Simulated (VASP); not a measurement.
OSZICAR of a VASP run on Hf:

### OSZICAR
```
       N       E                     dE             d eps       ncg     rms          rms(c)
DAV:   1     0.614251823851E+03    0.61425E+03   -0.69712E+04  1576   0.911E+02
DAV:   2    -0.101355310321E+03   -0.71561E+03   -0.69387E+03  1376   0.264E+02
DAV:   3    -0.157986856324E+03   -0.56632E+02   -0.53623E+02  1440   0.559E+01
DAV:   4    -0.162472058156E+03   -0.44852E+01   -0.43295E+01  1616   0.132E+01
DAV:   5    -0.162655084866E+03   -0.18303E+00   -0.17787E+00  1520   0.243E+00    0.183E+02
DAV:   6    -0.151527528554E+03    0.11128E+02   -0.12990E+02  1536   0.229E+01    0.667E+01
DAV:   7    -0.155021871245E+03   -0.34943E+01   -0.13679E+02  1488   0.183E+01    0.667E+01
DAV:   8    -0.145032249426E+03    0.99896E+01   -0.55877E+01  1544   0.125E+01    0.145E+01
DAV:   9    -0.145539340389E+03   -0.50709E+00   -0.53303E+00  1576   0.429E+00    0.128E+01
DAV:  10    -0.145541610910E+03   -0.22705E-02   -0.25845E-01  1584   0.104E+00    0.822E+00
DAV:  11    -0.145602443382E+03   -0.60832E-01   -0.69284E-01  1504   0.178E+00    0.830E+00
DAV:  12    -0.145520674562E+03    0.81769E-01   -0.37370E-01  1504   0.140E+00    0.711E-01
DAV:  13    -0.145523257737E+03   -0.25832E-02   -0.42078E-02  1584   0.473E-01    0.618E-01
DAV:  14    -0.145524874084E+03   -0.16163E-02   -0.40194E-03  1504   0.167E-01    0.629E-01
DAV:  15    -0.145525292781E+03   -0.41870E-03   -0.15304E-03  1392   0.926E-02    0.611E-01
DAV:  16    -0.145524662008E+03    0.63077E-03   -0.22636E-03  1528   0.699E-02    0.205E-01
DAV:  17    -0.145524504511E+03    0.15750E-03   -0.30977E-04  1464   0.396E-02    0.171E-01
DAV:  18    -0.145524014024E+03    0.49049E-03   -0.44393E-04  1352   0.336E-02    0.848E-02
DAV:  19    -0.145524239704E+03   -0.22568E-03   -0.12051E-04  1440   0.193E-02    0.670E-02
DAV:  20    -0.145524679019E+03   -0.43932E-03   -0.42728E-05  1056   0.126E-02    0.325E-02
DAV:  21    -0.145525190077E+03   -0.51106E-03   -0.52068E-05  1112   0.128E-02    0.285E-02
DAV:  22    -0.145525360086E+03   -0.17001E-03   -0.97121E-06  1120   0.673E-03    0.136E-02
DAV:  23    -0.145525479859E+03   -0.11977E-03   -0.38719E-06  1000   0.315E-03    0.114E-02
DAV:  24    -0.145525533206E+03   -0.53347E-04   -0.19052E-06   912   0.241E-03    0.660E-03
DAV:  25    -0.145525553214E+03   -0.20008E-04   -0.12341E-06   880   0.150E-03    0.452E-03
DAV:  26    -0.145525555811E+03   -0.25969E-05   -0.18555E-07   832   0.761E-04    0.407E-03
DAV:  27    -0.145525557144E+03   -0.13332E-05   -0.12395E-07   792   0.631E-04    0.322E-03
DAV:  28    -0.145525557460E+03   -0.31537E-06   -0.65211E-08   784   0.449E-04
   1 F= -.14552556E+03 E0= -.14508720E+03  d E =-.876720E+00
```

Q: Which electronic solver shows in the log?

A: It is blocked Davidson (ALGO = Normal, or the opening steps of other solvers). The INCAR had ALGO = Normal.

Q: Can the final energy be trusted as converged?

A: The calculation finished and met its thresholds. It stopped with EDIFF = 1E-6, NELM = 100 (PBE GGA, plane waves, VASP's PBE PAW potentials (set 64)).  The cell holds a wide vacuum, so values per volume refer to the whole cell.

The cell is a sheet with vacuum, built from a generated structure.
